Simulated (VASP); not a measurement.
Set up this calculation in VASP 6.6.1, as the native input.

```yaml
Task: single point
Functional: LDA
Potentials_or_basis: VASP PAW LDA potentials, release 64 (Ta_pv, Ru_pv)
Cutoff: 520 eV
k_mesh: 14 × 14 × 14
Occupations: fermi-dirac, width 0.15 eV
Spin: no spin polarisation
Dipole_correction: no
Further_INCAR_settings: ALGO = Normal; EDIFF = 1e-06; NBANDS = 20
```

The structure of TaRu lies in POSCAR:

```
TaRu
1.0
    3.1205143677      0.0000000000      0.0000000000
    0.0000000000      3.1205143677      0.0000000000
    0.0000000000      0.0000000000      3.1205143677
Ta Ru
1 1
Direct
    0.5000000000      0.5000000000      0.5000000000
    0.0000000000      0.0000000000      0.0000000000
```

The cell isn't the ideal one: cell and atoms relaxed tightly for response.

These files were run (other wordings do the same):

INCAR

```
SYSTEM = TaRu
PREC     = Accurate       ! precision mode
ENCUT    = 520            ! plane-wave cutoff, eV
EDIFF    = 1E-6           ! SCF threshold, eV
ISMEAR   = -1             ! smearing method
SIGMA    = 0.15           ! smearing width, eV
LREAL    = .False.        ! projectors in reciprocal space
LASPH    = .True.         ! aspherical terms in the spheres
NELM     = 60             ! most SCF steps
ALGO     = Normal         ! electronic algorithm
ISIF     = 2              ! what is computed and relaxed
LWAVE    = .False.        ! write WAVECAR
LCHARG   = .False.        ! write CHGCAR
NBANDS   = 20             ! bands
```

KPOINTS

```
Automatic mesh
0
Gamma
  14 14 14
  0 0 0
```

Potentials or basis: VASP PAW LDA potentials, release 64 (Ta_pv, Ru_pv).

Command:

```sh
$ cat potpaw_LDA.64/Ta_pv/POTCAR potpaw_LDA.64/Ru_pv/POTCAR > POTCAR
$ mpirun -np 1 vasp_std > vasp.out
```

It gave:

| Item | Value |
| --- | --- |
| Pressure | 1.1 GPa |
| Band gap on the k mesh | none (metal or under the smearing width) |

Run time: 28 s on 1 thread of AMD EPYC 9R45 (Zen 5), with other jobs on the host, peak memory 0.15 GiB.
